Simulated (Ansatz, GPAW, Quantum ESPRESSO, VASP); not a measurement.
## One structure in several programs: InBi (P4/nmm, 4 atoms in the cell)

Self-consistent single point, at a second geometry (lattice scaled by 0.98). First geometry:

```
InBi
1.0
    4.84796     0.00000     0.00000
    0.00000     4.84796     0.00000
    0.00000     0.00000     5.15543
In Bi
2 2
Direct
  0.50000   0.50000   0.00000
  0.00000   0.00000   0.00000
  0.50000   0.00000   0.36001
  0.00000   0.50000   0.63999
```

Shared settings, as Ansatz (a program for electronic structure) writes them: kpoints.mp_grid.grid = 5 5 5; scf.occupations.method = gaussian; scf.occupations.width = 0.272 eV. Potentials and cutoffs stand in the table.

```json
[
 {"code": "VASP", "model": "PBEsol, VASP's PBE PAW potentials (set 64)", "ΔF from the first geometry (meV/atom)": "21.0", "pressure (GPa)": "3.14", "largest force (eV/Å)": "0.759", "cutoff": "300 eV"},
 {"code": "GPAW", "model": "PBEsol, GPAW PAW datasets PBEsol (made by gpaw-setup)", "ΔF from the first geometry (meV/atom)": "18.5", "pressure (GPa)": "3.43", "largest force (eV/Å)": "0.713", "cutoff": "600 eV"},
 {"code": "Quantum ESPRESSO", "model": "PBEsol, PseudoDojo standard norm-conserving (PBESOL) pseudopotentials", "ΔF from the first geometry (meV/atom)": "20.8", "pressure (GPa)": "3.68", "largest force (eV/Å)": "0.774", "cutoff": "70 Ry"},
 {"code": "Ansatz", "model": "PBEsol, PAW files made with PBE", "ΔF from the first geometry (meV/atom)": "20.7", "pressure (GPa)": "3.66", "largest force (eV/Å)": "0.759", "cutoff": "default"}
]
```

For VASP (by 0.5 GPa) the energy change implies a higher mean pressure, against the two pressures, than for the other programs: a sign of finite-basis (Pulay) stress.

On Ansatz's run: spin-orbit coupling is off.

The spread over the programs that give each value: ΔF from the first geometry within 2.5 meV/atom; pressure within 0.54 GPa; largest force within 0.061 eV/Å.

Ansatz's pressure is given at a fixed set of plane waves, as the other plane-wave codes print theirs.

VASP's run is marked for a possible Pulay error in its stress at this cutoff; no cutoff test was made.

The starting cell comes from a database of computed structures (which also holds hypothetical and non-ambient phases and stackings), without a prior relaxation at this level. Its lattice was rescaled by a random factor within 2.5 % of one. For this run, on top of that: lattice scaled by 0.98.

Left out of this page: ABINIT, Elk, FLEUR and SIESTA (not drawn, or without a comparable value).

Keys are those of Ansatz 0.2.
